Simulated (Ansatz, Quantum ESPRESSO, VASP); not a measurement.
# Code comparison for SnO2 (Pnnm, 6 atoms in the cell)

Self-consistent single point.

```yaml
crystal:
  lattice:
    - [4.79135, 0.00000, 0.00000]
    - [0.00000, 4.86999, 0.00000]
    - [0.00000, 0.00000, 3.24317]
  atoms:
    - { symbol: Sn, position: [0.50000, 0.50000, 0.50000] }
    - { symbol: Sn, position: [0.00000, 0.00000, 0.00000] }
    - { symbol: O, position: [0.29185, 0.32104, 0.00000] }
    - { symbol: O, position: [0.70815, 0.67896, 0.00000] }
    - { symbol: O, position: [0.79185, 0.17896, 0.50000] }
    - { symbol: O, position: [0.20815, 0.82104, 0.50000] }
```

Shared settings, as Ansatz (a program for electronic structure) writes them: kpoints.mp_grid.grid = 2 2 3; scf.occupations.method = fixed. Potentials and cutoffs stand in the table.

```tsv
code	model	pressure (GPa)	largest force (eV/Å)	gap on the mesh (eV)	cutoff
Quantum ESPRESSO	PBEsol, GBRV 1.5 ultrasoft (PBESOL) pseudopotentials	-6.45	0.100	0.695	40 Ry
VASP	PBEsol, VASP's PBE PAW potentials (set 64)	-11.59	0.085	–	400 eV
Ansatz	PBEsol, default PAW files made with PBE	-7.63	0.105	0.692	default
```

A dash marks a value that a program does not give, or that is left out as unsure.

No gap is tabulated for VASP: it is not read from that output, or partly filled or unconverged empty levels leave it unsure.

Gaps are read on the mesh.

The spread over the programs that give each value: pressure within 5.14 GPa; largest force within 0.020 eV/Å; gap on the mesh within 0.003 eV.

Ansatz's pressure is given at a fixed set of plane waves, as the other plane-wave codes print theirs; with its correction for the finite basis it is -6.78 GPa (the shift of 0.85 GPa shows how far the cutoff is from converged).

On the base mesh (5 5 7) the same programs gave: Quantum ESPRESSO pressure -6.35 GPa, gap on the mesh 0.713 eV; Ansatz pressure -7.54 GPa, gap on the mesh 0.709 eV; VASP pressure -11.52 GPa.

VASP's run is marked for a possible Pulay error in its stress at this cutoff; no cutoff test was made.

VASP ran the fixed occupations as a Gaussian smearing of 0.01 eV.

The starting cell comes from a database of computed structures (which also holds hypothetical and non-ambient phases and stackings), without a prior relaxation at this level. Its lattice was rescaled by a random factor within 2.5 % of one.

Left out of this page: ABINIT, GPAW, FLEUR and SIESTA (not drawn, or without a comparable value); CP2K (on another mesh).

Keys are those of Ansatz 0.2.
